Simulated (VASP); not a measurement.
VASP input:

POSCAR:
```
NbW3
1.0
 -3.1793665054   3.1890800186   3.1793665054
  3.1890800186  -3.1793665054   3.1793665054
  1.5848264961   1.5848264961  -1.5848264961
W Nb
3 1
Cartesian
  0.0000000000   0.0000000000   0.0000000000
  1.5945400093  -1.5896832527   1.5896832527
 -1.5896832527   1.5945400093   1.5896832527
  0.0048567566   0.0048567566   3.1793665054
```

**INCAR**
```
# general
SYSTEM =NbW3
PREC   =Accurate
ENCUT  =400   # plane-wave cut-off (eV)
LREAL  =.FALSE.   # projection in real space or not
LASPH  =.TRUE.   # aspherical one-centre terms

# electronic loop
EDIFF  =1E-7   # SCF stop (eV)
NELM   =100
ALGO   =Normal   # blocked Davidson
LMAXMIX=6   # l cut-off of mixed one-centre charges

# smearing
ISMEAR =-5

# functional
GGA    =PS

# ions
ISIF   =2   # forces and stress, cell fixed

# output
LWAVE  =.FALSE.
LCHARG =.TRUE.
LORBIT =11
NEDOS  =601   # DOS grid

# other
LEFG   =.TRUE.
```

KPOINTS:
```
Regular mesh
0
gamma
  8 8 15
0 0 0
```

POTCAR, in this order: W_sv Nb_sv (PBE.64 set). Program: vasp_std.

Write an equivalent input for Quantum ESPRESSO's pw.x.

One equivalent input (not run):
```
&CONTROL
  calculation = 'scf'
  pseudo_dir = './pseudo'
  outdir = './out'
  tprnfor = .true.
  tstress = .true.
/
&SYSTEM
  ibrav = 0
  nat = 4
  ntyp = 2
  ecutwfc = 82
  occupations = 'tetrahedra'
  input_dft = 'pbesol'
/
&ELECTRONS
  conv_thr = 7.3e-09
  electron_maxstep = 100
/
ATOMIC_SPECIES
  W 183.840 W.upf
  Nb 92.906 Nb.upf
CELL_PARAMETERS angstrom
    -3.1793665    3.1890800    3.1793665
     3.1890800   -3.1793665    3.1793665
     1.5848265    1.5848265   -1.5848265
ATOMIC_POSITIONS crystal
  W    0.0000000  0.0000000  0.0000000
  W    0.0000000  0.5000000  0.0000000
  W    0.5000000  0.0000000  0.0000000
  Nb   0.5000000  0.5000000  0.0000000
K_POINTS automatic
  8 8 15 0 0 0
```
The two are equivalent in intent, not identical: the potentials are each code's own (VASP's PAW set, PseudoDojo norm-conserving files in pw.x), so ENCUT and ecutwfc are chosen apart and not converted; conv_thr bounds pw.x's estimated SCF error, while EDIFF bounds the energy change between steps; the field gradients of LEFG aren't asked of the other code.

The structure was generated: NbW3 was put into an ordered model structure (R-3m), which need not be its known phase. It was relaxed first.
